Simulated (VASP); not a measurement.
Data:

```yaml
crystal:
  lattice:
    - [0.00000, 3.18313, 3.18313]
    - [3.18313, 0.00000, 3.18313]
    - [3.18313, 3.18313, 0.00000]
  atoms:
    - { symbol: Mg, position: [0.25000, 0.25000, 0.25000] }
    - { symbol: Mg, position: [0.75000, 0.75000, 0.75000] }
    - { symbol: Ge, position: [0.00000, 0.00000, 0.00000] }
```

Method: AM05 GGA, VASP's PBE PAW potentials (set 64) (plane waves; VASP). Numerical set-up: 520 eV cut-off, Gaussian smearing of 0.050 eV, potentials Mg Ge_d.

### Question
Give the energies of bands 7 to 12 at the high-symmetry points, in eV from the valence-band maximum.

### Answer

```
band     Γ      X      U      L      W
----  ----  -----  -----  -----  -----
7     0.00  -4.55  -4.11  -4.89  -3.69
8     0.00  -2.03  -3.54  -0.74  -3.69
9     0.00  -2.03  -1.70  -0.74  -2.75
10    1.04   0.07   0.68   1.04   2.74
11    2.82   0.58   3.13   2.73   3.71
12    2.82   7.90   6.04   2.73   3.81
```

The gap is indirect, 0.07 eV, from the valence maximum at Γ to the conduction minimum at X.

Measured: gap 0.74 eV (computed value off by -0.67 eV), as given by Byungki Ryu et al., Journal of the Korean Physical Society (2019), arXiv:1905.06140.

The compound is Mg2Ge in the antifluorite structure. It was relaxed first.
